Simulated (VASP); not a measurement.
Data:

```
Hg3ZnSe4
1.0
    6.01498     0.00000     0.00000
    0.00000     6.01498     0.00000
    0.00000     0.00000     6.01498
Zn Se Hg
1 4 3
Cartesian
  0.00000   0.00000   0.00000
  1.42165   1.42165   1.42165
  4.59333   4.59333   1.42165
  4.59333   1.42165   4.59333
  1.42165   4.59333   4.59333
  3.00749   3.00749   0.00000
  3.00749   0.00000   3.00749
  0.00000   3.00749   3.00749
```

Method: PBEsol GGA, VASP's PBE PAW potentials (set 64) (plane waves; VASP 6.6.1). Run with 400 eV cut-off, Gaussian smearing of 0.050 eV, potentials Zn Se Hg.

Unless said otherwise, spin-orbit coupling is left out, though it shifts the bands of the heavy elements here.

Problem. What does the run give for the band gap (along the path) with the smallest direct gap where there is one?

Solution. 
The band gap (along the path) comes out as none (metal, semimetal or under 0.01 eV).

The structure was generated: Hg3ZnSe4 was put into an ordered model structure (P-43m), which need not be its known phase. It was relaxed first.
